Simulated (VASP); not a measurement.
Crystal: Ga4As3P.

```xyz
8
Lattice="3.9600 0.0000 0.0000 0.0000 3.9600 0.0000 0.0000 0.0000 11.2000" Properties=species:S:1:pos:R:3 pbc="T T T"
Ga    0.0000    1.9800    1.3664
Ga    1.9800    0.0000    9.8336
Ga    1.9800    0.0000    4.2000
Ga    0.0000    1.9800    7.0000
P     0.0000    0.0000    0.0000
As    1.9800    1.9800    2.8000
As    1.9800    1.9800    8.4000
As    0.0000    0.0000    5.6000
```

The cell was built by a generator and needn't be a form met in nature.

| Item | Value |
| --- | --- |
| Program | VASP 6.6.1 |
| Task | relaxation of cell and atoms |
| Functional | PBE |
| Potentials or basis | VASP PAW PBE potentials, release 64 (Ga_d, P, As) |
| Cutoff | 520 eV |
| k mesh | 4 × 4 × 2 |
| Occupations | gaussian, width 0.15 eV |
| Spin | no spin polarisation |

At the start: pressure 3.6 GPa; volume 21.95 Å³/atom.

Problem. How do energy, volume and symmetry change on relaxing?

Solution. Over 13 steps the energy falls by 14.8 meV/atom and the volume is 23.09 Å³/atom (+5.2 %); space group P-4m2 (No. 115, to 0.05 Å).

The path:
```
step  energy change (eV)  largest force (eV/Å)  pressure (GPa)  volume (Å³)
   1              0.0000                0.2989            3.63       175.63
   2             -0.0859                0.1635           -0.93       188.58
   3             -0.1014                0.2117           -0.22       184.73
   4             -0.1014                0.1999           -0.10       184.55
   5             -0.1094                0.1559           -0.06       184.38
   6             -0.1162                0.1108            0.08       184.13
   7             -0.1175                0.0907            0.11       184.02
   8             -0.1177                0.0810            0.29       183.98
   9             -0.1181                0.0329           -1.57       185.38
  10             -0.1185                0.1200            0.85       184.36
  11             -0.1186                0.0374           -0.51       184.80
  12             -0.1186                0.1100            0.07       184.69
  13             -0.1186                0.0573           -0.17       184.74
```

Final structure:
```
Ga P As
1.0
     4.05385    0.00000    0.00000
     0.00000    4.05385    0.00000
     0.00000    0.00000   11.24173
Ga P As
4 1 3
Direct
  0.00000 0.50000 0.11840
  0.50000 0.00000 0.88160
  0.50000 0.00000 0.37351
  0.00000 0.50000 0.62649
  0.00000 0.00000 0.00000
  0.50000 0.50000 0.24624
  0.50000 0.50000 0.75376
  0.00000 0.00000 0.50000
```
